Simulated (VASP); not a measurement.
```
CdSe
1.0
   13.17638     0.00000     0.00000
   -6.58819    11.41108     0.00000
    0.00000     0.00000    14.31945
Cd Se
36 36
Cartesian
  2.19606   1.26790   3.58453
  0.00000   2.53579   7.16439
  2.19606   1.26790  10.74425
  0.00000   2.53579   0.00466
  0.00000   5.07159   3.58453
 -2.19607   6.33949   7.16439
  0.00000   5.07159  10.74425
 -2.19607   6.33949   0.00466
 -2.19607   8.87529   3.58453
 -4.39213  10.14318   7.16439
 -2.19607   8.87529  10.74425
 -4.39213  10.14318   0.00466
  6.58820   1.26790   3.58453
  4.39212   2.53579   7.16439
  6.58820   1.26790  10.74425
  4.39212   2.53579   0.00466
  4.39214   5.07159   3.58453
  2.19605   6.33949   7.16439
  4.39214   5.07159  10.74425
  2.19605   6.33949   0.00466
  2.19607   8.87529   3.58453
 -0.00001  10.14318   7.16439
  2.19607   8.87529  10.74425
 -0.00001  10.14318   0.00466
 10.98032   1.26790   3.58453
  8.78426   2.53579   7.16439
 10.98032   1.26790  10.74425
  8.78426   2.53579   0.00466
  8.78426   5.07159   3.58453
  6.58819   6.33949   7.16439
  8.78426   5.07159  10.74425
  6.58819   6.33949   0.00466
  6.58819   8.87529   3.58453
  4.39213  10.14318   7.16439
  6.58819   8.87529  10.74425
  4.39213  10.14318   0.00466
  2.19606   1.26790   6.26625
  0.00000   2.53579   2.68639
  2.19606   1.26790  13.42598
  0.00000   2.53579   9.84612
  0.00000   5.07159   6.26625
 -2.19607   6.33949   2.68639
  0.00000   5.07159  13.42598
 -2.19607   6.33949   9.84612
 -2.19607   8.87529   6.26625
 -4.39213  10.14318   2.68639
 -2.19607   8.87529  13.42598
 -4.39213  10.14318   9.84612
  6.58820   1.26790   6.26625
  4.39212   2.53579   2.68639
  6.58820   1.26790  13.42598
  4.39212   2.53579   9.84612
  4.39214   5.07159   6.26625
  2.19605   6.33949   2.68639
  4.39214   5.07159  13.42598
  2.19605   6.33949   9.84612
  2.19607   8.87529   6.26625
 -0.00001  10.14318   2.68639
  2.19607   8.87529  13.42598
 -0.00001  10.14318   9.84612
 10.98032   1.26790   6.26625
  8.78426   2.53579   2.68639
 10.98032   1.26790  13.42598
  8.78426   2.53579   9.84612
  8.78426   5.07159   6.26625
  6.58819   6.33949   2.68639
  8.78426   5.07159  13.42598
  6.58819   6.33949   9.84612
  6.58819   8.87529   6.26625
  4.39213  10.14318   2.68639
  6.58819   8.87529  13.42598
  4.39213  10.14318   9.84612
```

Level of theory: PBE GGA, VASP's PBE PAW potentials (set 64) (plane waves; VASP). Numerical set-up: PREC = Normal, LREAL = Auto, 400 eV cut-off, 1×1×1 Γ-centred mesh, Gaussian smearing of 0.050 eV, potentials Cd Se.

The supercell is sampled at Γ alone, which is coarse: total energies, pressure and levels can be off, energies of defects by several tenths of an eV.

Predict the energy per atom (σ→0).

```json
{
  "energy per atom (σ→0)": "-2.698 eV/atom"
}
```

The absolute energy has meaning only against runs of the same code, potentials and settings.

The cell is a supercell, built from a database entry that may be metastable or hypothetical.
